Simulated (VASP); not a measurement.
Consider the following.

```
CELL_PARAMETERS angstrom
      3.66652     0.00000     0.00000
     -1.83326     3.17530     0.00000
      0.00000     0.00000     3.57834
ATOMIC_POSITIONS crystal
  Ru 0.00000 0.00000 0.00000
  Te 0.66667 0.33333 0.50000
```

Level of theory: PBE GGA, VASP's PBE PAW potentials (set 64) (plane waves; VASP 6.6.1). Settings: 300 eV cut-off, 5×5×5 Γ-centred mesh, Gaussian smearing of 0.10 eV, potentials Ru_pv Te.

At this cut-off the stress carries a Pulay error, which pulls relaxed volumes low. Unless said otherwise, spin-orbit coupling is left out, though it shifts the bands of the heavy elements here.

**Question.** Predict the energy per atom (σ→0), pressure, band gap (on the k-mesh) with the smallest direct gap where there is one.

**Answer.** 
| Quantity | Result |
|---|---|
| band gap (on the k-mesh) | none (metal, semimetal or under 0.01 eV) |
| energy per atom (σ→0) | -5.746 eV/atom |
| pressure | -56.1 kbar |

The structure was generated: TeRu was put into an ordered model structure, which need not be its known phase. The cell was not relaxed at this level. The k-mesh is coarse (spacing up to 0.40 per Å, 2π included), so the numbers may not be converged in it.
